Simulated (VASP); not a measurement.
Input:

```
Al2Au
1.0
    0.00000     3.00000     3.00000
    3.00000     0.00000     3.00000
    3.00000     3.00000     0.00000
Al Au
2 1
Direct
  0.25000   0.25000   0.25000
  0.75000   0.75000   0.75000
  0.00000   0.00000   0.00000
```

These are MS2 meta-GGA, VASP's PBE PAW potentials (set 64) (plane waves; VASP) values and carry that method's errors. Settings: 520 eV cut-off, 10×10×10 Γ-centred mesh, tetrahedra with Blöchl corrections, potentials Al Au.

Give the energies of bands 2 to 11 at the high-symmetry points, in eV from the Fermi level.

```
band      Γ      X      U      L      W
----  -----  -----  -----  -----  -----
2     -6.60  -7.14  -6.81  -6.50  -7.06
3     -6.60  -6.26  -6.63  -6.37  -6.39
4     -6.60  -5.79  -5.90  -6.37  -6.26
5     -5.70  -5.79  -5.61  -5.57  -5.79
6     -5.70  -5.40  -5.59  -5.57  -5.24
7      2.35  -5.05  -4.62  -5.45  -4.03
8      2.94  -2.10  -3.41   0.40  -4.03
9      2.94  -2.10  -1.35   0.40  -2.21
10     2.94   1.32   1.86   3.30   4.22
11     4.01   2.04   4.41   3.68   4.22
```

It has no gap at this level: it comes out as a metal or semimetal.

The compound is AuAl2 in the fluorite structure. The cell was not relaxed at this level. The electron count is odd and the run is not spin-polarised, which forces a metal.
